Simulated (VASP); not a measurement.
SiC (zinc blende), at 1.04 of the tabulated volume:

```
CELL_PARAMETERS angstrom
      0.00000     2.20869     2.20869
      2.20869     0.00000     2.20869
      2.20869     2.20869     0.00000
ATOMIC_POSITIONS crystal
  Si 0.00000 0.00000 0.00000
  C  0.25000 0.25000 0.25000
```

The lowest empty band near X, direction across the valley's axis, from mBJ (TB09) with spin-orbit coupling in VASP (PAW); its two spin partners are averaged. The gap over the points computed is 2.37 eV, and the next band on that side lies 2.61 eV away at the edge.

Settings: 520 eV cut-off, 11×11×11 Γ-centred mesh, Gaussian smearing of 0.050 eV, potentials Si C.

```csv
distance from the edge in k (1/Å),distance in energy (meV)
0.018,4.8
0.025,9.3
0.035,18.2
0.050,37.0
0.070,72.2
```

Problem. Fit E(1 + αE) = ħ²k²/2m* (ħ²/2m0 = 3.810 eV Å²) and predict the row at 0.095 1/Å.

Solution. The rows don't resolve α, so a parabola serves: the electron mass is m* = 0.258 m0, and so 133.2 meV. The run gave 132.0 meV, -1.2 meV from the fit.

Left out are points under 3 meV from the edge, since the levels carry 0.1 meV, and points farther than half the way to the next band.

The compound is SiC in the zinc blende structure. The cell was not relaxed at this level.
